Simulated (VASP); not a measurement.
Calculation: PBEsol GGA, VASP's PBE PAW potentials (set 64) (plane waves; VASP).

Input for VASP

File POSCAR:
```
CaO
1
    0.0000000000     2.2866612503     2.2866612503
    2.2866612503     0.0000000000     2.2866612503
    2.2866612503     2.2866612503    -0.0000000000
Ca O
1 1
Direct
  0.0000000000   0.0000000000   0.0000000000
  0.5000000000   0.5000000000   0.5000000000
```

KPOINTS:
```
Automatic
0
gamma
10 10 10
0 0 0
```

### INCAR
```
ALGO=Normal
EDIFF=1E-6
EDIFFG=-0.02
ENCUT=620
GGA=PS
IBRION=2
ISIF=3
ISMEAR=0
LASPH=T
LCHARG=F
LREAL=F
LWAVE=F
NELM=100
NSW=40
PREC=Accurate
PSTRESS=200
SIGMA=0.05
SYSTEM=CaO
```

POTCAR, in this order: Ca_sv O (PBE.64 set). Program: vasp_std.

The resulting files:

File OSZICAR:
```
       N       E                     dE             d eps       ncg     rms          rms(c)
DAV:   1     0.145834659652E+03    0.14583E+03   -0.98022E+03  1128   0.159E+03
DAV:   2    -0.803064156130E+01   -0.15387E+03   -0.14413E+03  1344   0.367E+02
DAV:   3    -0.145872088573E+02   -0.65566E+01   -0.65121E+01  1424   0.789E+01
DAV:   4    -0.148019945102E+02   -0.21479E+00   -0.21449E+00  1580   0.123E+01
DAV:   5    -0.148052740416E+02   -0.32795E-02   -0.32793E-02  1392   0.160E+00    0.818E+00
DAV:   6    -0.132810376331E+02    0.15242E+01   -0.71469E+00  1320   0.268E+01    0.331E+00
DAV:   7    -0.132411329006E+02    0.39905E-01   -0.57155E-01  1468   0.792E+00    0.166E+00
DAV:   8    -0.132278800248E+02    0.13253E-01   -0.67099E-02  1336   0.304E+00    0.376E-01
DAV:   9    -0.132258915876E+02    0.19884E-02   -0.18603E-02  1368   0.126E+00    0.126E-01
DAV:  10    -0.132260636110E+02   -0.17202E-03   -0.16695E-03  1260   0.462E-01    0.223E-02
DAV:  11    -0.132260864435E+02   -0.22832E-04   -0.14881E-04  1540   0.122E-01    0.192E-02
DAV:  12    -0.132260805894E+02    0.58541E-05   -0.22798E-05  1364   0.594E-02    0.286E-03
DAV:  13    -0.132260806734E+02   -0.84063E-07   -0.19752E-06  1092   0.142E-02
   1 F= -.10241008E+02 E0= -.10241008E+02  d E =-.102410E+02
```

### OUTCAR
```
------------------------ aborting loop because EDIFF is reached ----------------------------------------
  FORCE on cell =-STRESS in cart. coord.  units (eV):
  Direction    XX          YY          ZZ          XY          YZ          ZX
  --------------------------------------------------------------------------------------
  Total        2.9674801      2.9674801      2.9674801     -0.0000000     -0.0000000     -0.0000000
  in kB      198.8212971    198.8212971    198.8212971     -0.0000000     -0.0000000     -0.0000000
  external PRESSURE =      -1.1787029 kB  Pullay stress =     200.0000000 kB
  volume of cell :       23.91
      direct lattice vectors                 reciprocal lattice vectors
     0.000000000  2.286661250  2.286661250    -0.218659410  0.218659410  0.218659410
     2.286661250  0.000000000  2.286661250     0.218659410 -0.218659410  0.218659410
     2.286661250  2.286661250  0.000000000     0.218659410  0.218659410 -0.218659410
  FREE ENERGIE OF THE ION-ELECTRON SYSTEM (eV)
  ---------------------------------------------------
  free  energy   TOTEN  =       -13.2260806734 eV

  energy  without entropy=      -13.2260806734  energy(sigma->0) =      -13.22608067
  enthalpy is  TOTEN    =       -10.2410080205 eV   P V=        2.9850726530

 reached required accuracy - stopping structural energy minimisation
```
(Selected blocks of OUTCAR.)

The compound is CaO in the rock salt structure. It was relaxed first under an external pressure of 20 GPa.
